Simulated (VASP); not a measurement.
Level of theory: revPBE GGA, VASP's PBE PAW potentials (set 64) (plane waves; VASP).

Input for VASP

File POSCAR:
```
Cu
2.5376140
  0.0000000000   0.7071068077   0.7071068077
  0.7071068077   0.0000000000   0.7071068077
  0.7071068077   0.7071068077   0.0000000000
Cu
1
Cartesian
  0.0000000000   0.0000000000   0.0000000000
```

### KPOINTS
```
Automatic
0
Gamma
  17 17 17
```

**INCAR**
```
SYSTEM  =  Cu
PREC  =  Accurate; ENCUT  =  520; LREAL  =  .False.
LASPH  =  .True.
EDIFF  =  1E-7; NELM  =  100; ALGO  =  Normal
LMAXMIX  =  4
ISMEAR  =  1; SIGMA  =  0.1
GGA  =  RE
ISIF  =  2
LWAVE  =  .False.; LCHARG  =  .False.
```

POTCAR, in this order: Cu (PBE.64 set). Program: vasp_std.

Output

**OUTCAR**
```
 ion  position               nearest neighbor table
   1  0.000  0.000  0.000-
  LATTYP: Found a face centered cubic cell.
 ALAT       =     3.5887282692
 Subroutine PRICEL returns:
 Original cell was already a primitive cell.
 Subroutine GETGRP returns: Found 48 space group operations
The static configuration has the point symmetry O_h .
The dynamic configuration has the point symmetry O_h .
 Subroutine INISYM returns: Found 48 space group operations
 Subroutine IBZKPT returns following result:
 Found    165 irreducible k-points:

 Following reciprocal coordinates:
            Coordinates               Weight
  0.000000  0.000000  0.000000      1.000000
  0.058824  0.000000  0.000000      8.000000
  0.117647  0.000000  0.000000      8.000000
  0.176471  0.000000  0.000000      8.000000
  0.235294  0.000000  0.000000      8.000000
  0.294118  0.000000  0.000000      8.000000
  0.352941  0.000000  0.000000      8.000000
  0.411765  0.000000  0.000000      8.000000
  0.470588  0.000000  0.000000      8.000000
  0.058824  0.058824  0.000000      6.000000
  0.117647  0.058824  0.000000     24.000000
  0.176471  0.058824  0.000000     24.000000
  0.235294  0.058824  0.000000     24.000000
  0.294118  0.058824  0.000000     24.000000
  0.352941  0.058824  0.000000     24.000000
  0.411765  0.058824  0.000000     24.000000
  0.470588  0.058824  0.000000     24.000000
 -0.470588  0.058824  0.000000     24.000000
 -0.411765  0.058824  0.000000     24.000000
 -0.352941  0.058824  0.000000     24.000000
 -0.294118  0.058824  0.000000     24.000000
 -0.235294  0.058824  0.000000     24.000000
 -0.176471  0.058824  0.000000     24.000000
 -0.117647  0.058824  0.000000     24.000000
 -0.058824  0.058824  0.000000     12.000000
  0.117647  0.117647  0.000000      6.000000
  0.176471  0.117647  0.000000     24.000000
  0.235294  0.117647  0.000000     24.000000
  0.294118  0.117647  0.000000     24.000000
  0.352941  0.117647  0.000000     24.000000
  0.411765  0.117647  0.000000     24.000000
  0.470588  0.117647  0.000000     24.000000
 -0.470588  0.117647  0.000000     24.000000
 -0.411765  0.117647  0.000000     24.000000
 -0.352941  0.117647  0.000000     24.000000
 -0.294118  0.117647  0.000000     24.000000
 -0.235294  0.117647  0.000000     24.000000
 -0.176471  0.117647  0.000000     24.000000
 -0.117647  0.117647  0.000000     12.000000
  0.176471  0.176471  0.000000      6.000000
   k-points           NKPTS =    165   k-points in BZ     NKDIM =    165   number of bands    NBANDS=      9
   number of dos      NEDOS =    301   number of ions     NIONS =      1
   total plane-waves  NPLWV =   8000
   dimension x,y,z NGX =    20 NGY =   20 NGZ =   20
   dimension x,y,z NGXF=    40 NGYF=   40 NGZF=   40
   ions per type =               1
   PREC   = accura    normal or accurate (medium, high low for compatibility)
   ISTART =      0    job   : 0-new  1-cont  2-samecut
   ICHARG =      2    charge: 1-file 2-atom 10-const
   ISPIN  =      1    spin polarized calculation?
   LNONCOLLINEAR =      F non collinear calculations
   LSORBIT =      F    spin-orbit coupling
   INIWAV =      1    electr: 0-lowe 1-rand  2-diag
   ENCUT  =  520.0 eV  38.22 Ry    6.18 a.u.   4.72  4.72  4.72*2*pi/ulx,y,z
   NELM   =    100;   NELMIN=  2; NELMDL= -5     # of ELM steps
   EDIFF  = 0.1E-06   stopping-criterion for ELM
   LREAL  =      F    real-space projection
   NLSPLINE    = F    spline interpolate recip. space projectors
   LMAXMIX     =    4 max onsite mixed and CHGCAR
   VOSKOWN=      0    Vosko Wilk Nusair interpolation
...
```

**OSZICAR**
```
       N       E                     dE             d eps       ncg     rms          rms(c)
DAV:   1     0.357759666967E+02    0.35776E+02   -0.57329E+03  3107   0.207E+03
DAV:   2    -0.373766507549E+01   -0.39514E+02   -0.37541E+02  2986   0.194E+02
DAV:   3    -0.416877951315E+01   -0.43111E+00   -0.42955E+00  3614   0.298E+01
DAV:   4    -0.417163535542E+01   -0.28558E-02   -0.28556E-02  3680   0.213E+00
DAV:   5    -0.417166578945E+01   -0.30434E-04   -0.30434E-04  3500   0.176E-01    0.743E+00
DAV:   6    -0.364938522643E+01    0.52228E+00   -0.15103E+01  3120   0.913E+01    0.356E+00
DAV:   7    -0.334148192949E+01    0.30790E+00   -0.23167E+00  3173   0.354E+01    0.655E-01
DAV:   8    -0.332950562976E+01    0.11976E-01   -0.55502E-03  4114   0.930E-01    0.222E-01
DAV:   9    -0.332862934131E+01    0.87629E-03   -0.66301E-03  3296   0.179E+00    0.316E-02
DAV:  10    -0.332863117814E+01   -0.18368E-05   -0.26580E-05  4397   0.968E-02    0.126E-02
DAV:  11    -0.332862717320E+01    0.40049E-05   -0.48776E-06  3421   0.472E-02    0.314E-04
DAV:  12    -0.332862737935E+01   -0.20615E-06   -0.26511E-08  2012   0.226E-03    0.150E-04
DAV:  13    -0.332862742686E+01   -0.47508E-07   -0.62408E-09  1674   0.140E-03
   1 F= -.33286274E+01 E0= -.33286774E+01  d E =0.149852E-03
```

File OUTCAR:
```
------------------------ aborting loop because EDIFF is reached ----------------------------------------
  FORCE on cell =-STRESS in cart. coord.  units (eV):
  Direction    XX          YY          ZZ          XY          YZ          ZX
  --------------------------------------------------------------------------------------
  Total        0.6653260      0.6653260      0.6653260      0.0000000      0.0000000      0.0000000
  in kB       92.2536034     92.2536034     92.2536034      0.0000000      0.0000000      0.0000000
  external PRESSURE =      92.2536034 kB  Pullay stress =       0.0000000 kB
  volume of cell :       11.55
      direct lattice vectors                 reciprocal lattice vectors
     0.000000000  1.794364135  1.794364135    -0.278650242  0.278650242  0.278650242
     1.794364135  0.000000000  1.794364135     0.278650242 -0.278650242  0.278650242
     1.794364135  1.794364135  0.000000000     0.278650242  0.278650242 -0.278650242
 POSITION                                       TOTAL-FORCE (eV/Angst)
 -----------------------------------------------------------------------------------
      0.00000      0.00000      0.00000        -0.000000      0.000000      0.000000
 -----------------------------------------------------------------------------------
    total drift:                               -0.000000     -0.000000     -0.000000
  FREE ENERGIE OF THE ION-ELECTRON SYSTEM (eV)
  ---------------------------------------------------
  free  energy   TOTEN  =        -3.3286274269 eV

  energy  without entropy=       -3.3287772792  energy(sigma->0) =       -3.32867738
```
(Selected blocks of OUTCAR.)

The compound is Cu in the fcc structure. This cell is one point of a volume scan, at 0.94 of the reference volume.
